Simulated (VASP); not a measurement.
Data:

```yaml
crystal:
  lattice:
    - [0.00000, 2.08811, 2.08811]
    - [2.08811, 0.00000, 2.08811]
    - [2.08811, 2.08811, 0.00000]
  atoms:
    - { symbol: Ti, position: [0.00000, 0.00000, 0.00000] }
    - { symbol: N, position: [0.50000, 0.50000, 0.50000] }
```

Computed with LDA (Ceperley-Alder, Perdew-Zunger), VASP's LDA PAW potentials (set 64) (plane waves; VASP). Settings: 620 eV cut-off, 15×15×15 Γ-centred mesh, first-order Methfessel-Paxton smearing of 0.10 eV, potentials Ti_sv N.

Problem. What does the run give for the energy per atom (σ→0), band gap (on the k-mesh) with the smallest direct gap where there is one?

Solution. 
```yaml
band gap (on the k-mesh): none (metal, semimetal or under 0.01 eV)
energy per atom (σ→0): -10.836 eV/atom
```

The absolute energy has meaning only against runs of the same code, potentials and settings.

The compound is TiN in the rock salt structure. It was relaxed first. The electron count is odd and the run is not spin-polarised, which forces a metal.
